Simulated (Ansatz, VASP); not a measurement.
# Ta (generalised stacking fault on (110) of Ta): VASP beside Ansatz, part 2 of 2

Aim: how closely do two programs agree when they are given the same cell, functional and k mesh? The cell is taken from a series of runs on this material, whose earlier steps may have relaxed, scaled, displaced or heated it; both programs get it as it stands.

VASP 6.6.1 and Ansatz 0.2.0.

So far. Step 2 (VASP: single point, r2SCAN): The run ends at a pressure of -0.99 GPa, with forces up to 0.021 eV/Å.

## (3) Ansatz: single point, r2SCAN

Level of this step: Ansatz beside VASP: Kohn-Sham DFT, plane waves, r2SCAN (Ansatz).

Ansatz runs on its default PAW (the set named soft_2) files.

The same cell, functional, mesh and smearing now go to Ansatz, which takes its cutoff from its data sets.

Input file input.yaml:

```yaml
crystal:
  lattice:
    - [2.8752, 0.0, 0.0]
    - [-0.9584, 2.71077, 0.0]
    - [1.4376, 0.0, 28.17113]
  atoms:
    - { symbol: Ta, position: [0.91004, 0.0, 0.17992] }
    - { symbol: Ta, position: [0.3685, 0.5, 0.263] }
    - { symbol: Ta, position: [0.82733, 0.0, 0.34532] }
    - { symbol: Ta, position: [0.28579, 0.5, 0.42844] }
    - { symbol: Ta, position: [0.7443, 0.0, 0.51141] }
    - { symbol: Ta, position: [0.20282, 0.5, 0.59435] }
    - { symbol: Ta, position: [0.66136, 0.0, 0.67729] }
    - { symbol: Ta, position: [0.1199, 0.5, 0.76023] }
    - { symbol: Ta, position: [0.57839, 0.0, 0.8432] }
    - { symbol: Ta, position: [0.03685, 0.5, 0.92632] }
    - { symbol: Ta, position: [0.4957, 0.0, 0.00864] }
    - { symbol: Ta, position: [0.95414, 0.5, 0.09172] }
kpoints:
  mp_grid: { grid: [10, 10, 1] }
hamiltonian:
  xc: r2scan
scf:
  occupations: { method: fermi_dirac, width: 0.1 }
output:
  forces: true
```

Command:

```
> ansatz run input.yaml --threads 5 --pin off --max-ram 81920MiB --backend cuda --events-out ev --progress --plain --runs-dir out
```

Numbers of over 12 decimals in the logs are rounded to 6 here.

Output:

```text
Warning: at least one further symmetry operation maps every atom of the structure, as the run holds it, onto an atom to within 1.33e-5 (fractional), and is not used: to satisfy it, and what else the atoms miss by up to 2.00e-5, twice crystal.symmetry.tolerance (1.0e-5), an atom would have to move by the tolerance or more, and atoms are only ever moved by less. The run uses 1 unitary operations. The run imposes no operation that its atoms and lattice do not hold. Figures that only the operations left out would make equal are not made equal, and some can differ by far more than the structure misses those operations by: [rest of the remark cut]
Engine: ansatz 0.2.0, x86_64-unknown-linux-gnu
Pseudopotentials: kind: paw
Pseudopotential: Ta, paw, valence charge 13, recommended cutoff 500 eV (meta_gga), Ta.paw.azcp
Functional definition: r2SCAN
  parameter k0 = 0.174
  parameter k1 = 0.065
  parameter a1 = 4.9479
  exchange = r2scan_x(k0 = k0, k1 = k1, a1 = a1)
  correlation = r2scan_c
device memory: the entry about to start is reckoned to put 11.8 GiB on a device that reports 72.2 GiB free
GPU FFT provider: cuFFT
GPU libraries: cuBLAS 13.8.2, cuFFT 12.4.0, cuSOLVER 12.3.4
Crystal: 12 atoms, lattice volume = 219.566 Å³
Basis set: ecut = 500 eV, 5565 PW (Γ), exchange–correlation on 96×96×864 points (64 copies of the dense FFT grid, shifted against one another)
Bands: 94, of which v1, the nominal top of the filled ones, is band 78 counted from 1 (77 counted from 0)
Symmetry: 1 space group operations
Space group: P1 (ITA 1), of the structure as read, at distance tolerance 6.0e-5 Å
k-points: 52 of 100 (time reversal used)
Non-local potential: Ta, projectors of the file, l = 0: 3, l = 1: 2, l = 2: 2, l = 3: 1
PAW form: soft (Blöchl's): semilocal exchange-correlation on the pseudo side does not see the compensation charge
PAW frozen core: Ta, regenerated for the run's functional (the file was generated under x = pbe(κ = 0.804, μ = 0.219515), c = pbe(β = 0.066725))
PAW one-centre angular grid: Ta, 590 points (default); XC on 160 Gauss nodes
Initial density: superposition of atomic densities (neutral atoms: chi_scale 0, normalization atom), corrected by the library's trained network
Initial wavefunctions: pseudopotential atomic-orbital guess
GPU buffer pool allocated for 124416 grid points (all kernels)
GPU transforms: local potential and band sums: pruned to the plane-wave sphere, on 24×24×216
Functional: x = r2scan, c = r2scan; τ floored in thin density (d = 2e-4 eV/Å³)
SCF iter   1: F=—  HF=-119331.529547 eV  |F-HF|=—  |Δ(HF+E_count)|=         —  Δρ=8.29e-3  dr2=7.67e0  dr2_τ=1.92e-1  ethr=1.77e-3  ⟨swp⟩=6.1  Hψ=19950  notcnv=0
preconditioner: auto → Kerker (q_TF=auto, 2.577 Å⁻¹)  [metal: Δε(μ)=0.004 eV  Ē_g=4.409 eV  σ=0.100 eV  W_gap=0.01  n_scr=64 (ndim 8)  ℏωp=19.4 eV  f_vac=0.000  D(μ)=13.36/eV (n_scr^D=150)]
SCF iter   2: F=—  HF=-119331.677250 eV  |F-HF|=—  |Δ(HF+E_count)|=   1.48e-1  Δρ=4.40e-3  dr2=9.02e-2  dr2_τ=1.23e-2  ethr=1.77e-3  ⟨swp⟩=1.1  Hψ=5677  notcnv=0
SCF iter   3: F=—  HF=-119331.690429 eV  |F-HF|=—  |Δ(HF+E_count)|=   1.32e-2  Δρ=2.27e-3  dr2=6.83e-2  dr2_τ=1.22e-3  ethr=5.78e-5  ⟨swp⟩=1.4  Hψ=4933  notcnv=0
SCF iter   4: F=—  HF=-119331.693957 eV  |F-HF|=—  |Δ(HF+E_count)|=   3.53e-3  Δρ=4.42e-4  dr2=8.76e-3  dr2_τ=5.32e-5  ethr=4.38e-5  ⟨swp⟩=1.0  Hψ=4888  notcnv=0
SCF iter   5: F=—  HF=-119331.694632 eV  |F-HF|=—  |Δ(HF+E_count)|=   6.75e-4  Δρ=1.49e-4  dr2=2.92e-4  dr2_τ=1.20e-5  ethr=5.62e-6  ⟨swp⟩=1.0  Hψ=4888  notcnv=0
SCF iter   6: F=—  HF=-119331.692055 eV  |F-HF|=—  |Δ(HF+E_count)|=   2.58e-3  Δρ=5.00e-5  dr2=1.71e-4  dr2_τ=2.89e-6  ethr=1.87e-7  ⟨swp⟩=2.0  Hψ=5830  notcnv=0
SCF iter   7: F=—  HF=-119331.692413 eV  |F-HF|=—  |Δ(HF+E_count)|=   3.58e-4  Δρ=2.00e-5  dr2=2.67e-5  dr2_τ=1.12e-7  ethr=1.10e-7  ⟨swp⟩=1.0  Hψ=4888  notcnv=0
SCF iter   8: F=—  HF=-119331.693232 eV  |F-HF|=—  |Δ(HF+E_count)|=   8.19e-4  Δρ=8.36e-6  dr2=7.72e-7  dr2_τ=5.66e-8  ethr=1.71e-8  ⟨swp⟩=1.0  Hψ=4888  notcnv=0
SCF iter   9: F=—  HF=-119331.693232 eV  |F-HF|=—  |Δ(HF+E_count)|=   3.76e-8  Δρ=1.93e-6  dr2=1.51e-7  dr2_τ=1.35e-9  ethr=6.41e-11  ⟨swp⟩=4.5  Hψ=15221  notcnv=0
SCF iter  10: F=-119331.693232 eV  HF=-119331.693232 eV  |F-HF|=6.93e-9  |Δ(HF+E_count)|=  4.07e-10  Δρ=6.42e-7  dr2=7.51e-9  dr2_τ=1.68e-10  ethr=6.41e-11  ⟨swp⟩=3.0  Hψ=11860  notcnv=0
SCF 1 converged in 10 iterations: F = -119331.693232 eV  dr2 = 7.51e-9
  greatest PAW one-centre occupation: 0.998 electrons in one spin orbital (limit 2), on the Ta atom at site 0 (counted from 0), in its partial waves of l = 0
SCF converged after 10 iterations
Free energy (F): -119331.693232 eV
Harris-Foulkes:  -119331.693232 eV  (|F-HF|=6.93e-9)
Internal energy: -119331.242541 eV  (E = F + TS)
E sigma→0 (E₀):  -119331.467886 eV
Entropy (-TS):   -0.450691 eV (-37.558 meV/atom)
Fermi energy:    18.196481 eV
--- Per-component energies (eV) ---
  E_band       = -1451.122556
  E_kinetic    = 4398.329230
  E_local      = -6726.908488  (includes V_loc(G=0)·N_el)
  E_nonlocal   = 178.407705
  E_hartree    = 2335.508337
  E_xc         = -2450.945884
  E_vxc        = -2661.829674  (∫ρ·V_xc dr)
  E_paw        = -101075.097168  (= ΣΔE_a)
  E_vpaw       = -1444.566047  (= ΣTr[D̂ρ^β])
  E_aug_tail   = 0.000946  (compensation charges beyond the density's cutoff)
  E_vtau       = 134.427562  (kinetic-family band-sum trace: ∫τ·v_τ [+ j·A + Jᵃ·Aᵃ] dr)
  E_ewald      = -15981.461855
  E_core_change = -9.075363  (= ΣΔE_core)
  E_smearing   = -0.450691  (= −TS)
  E_closure    = -0.000000  (closes the sum)
  Σ components = -119331.693232   (vs F -119331.693232, Δ=0.00e0)
--- Forces (eV/Å), atoms counted from 1 ---
  atom   1  Ta     0.01564332    -0.00110118    -0.01400472
  atom   2  Ta     0.00249342    -0.00259218     0.01884847
  atom   3  Ta    -0.00771993     0.00084253    -0.00432588
  atom   4  Ta     0.00825338    -0.00130847     0.00859253
  atom   5  Ta    -0.00772445    -0.00154163    -0.00351587
  atom   6  Ta     0.00494282     0.00621664     0.00280014
  atom   7  Ta    -0.00483534    -0.00617554    -0.00279994
  atom   8  Ta     0.00751099     0.00145799     0.00351549
  atom   9  Ta    -0.00814792     0.00135147    -0.00859340
  atom  10  Ta     0.00783954    -0.00080220     0.00432512
  atom  11  Ta    -0.00271265     0.00252280    -0.01884899
  atom  12  Ta    -0.01554318     0.00112992     0.01400429
  max |Σ_I F_I| component: 2.76e-6 eV/Å
```

The column dr2 measures how far the density is from self-consistency, as an energy; F and HF (Harris–Foulkes) agree once it is small.

## (4) Side by side

Known differences besides the potentials themselves: VASP keeps PBE cores, Ansatz makes them for the functional; the data sets hold 156 valence electrons in Ansatz (on its default PAW (the set named soft_2) files) and 132 in VASP; the cutoff is 500 eV in Ansatz and 440 eV in VASP. Total energies have different zeros and are not compared.

At this near-relaxed geometry the largest component of a force difference is 16 meV/Å.

## (5) What came out

```json
{"r.m.s. force difference (single point, r2SCAN)": "5.6 meV/Å"}
```

**Reading.** The r.m.s. force difference is 5.6 meV/Å (single point, r2SCAN), within the 12 meV/Å picked in this series as the mark of a large difference. The data sets hold unlike numbers of valence electrons (156 in Ansatz and 132 in VASP), so part of the differences comes from the potentials. How closely two codes agree says nothing of how well the functional describes the real material.

[Lines on the potential files, build, host, timing and source positions are cut from VASP's logs without a mark.]

[Logs are printed without paths, hosts, clocks, repeated set-up lines and the standing remarks that a program may print on its own settings, such as how far it seeks lower states.]

[Hosts, paths, dates, database ids (printed as entryN), source tags and the programs' standing remarks are cut or masked in the printed files.]
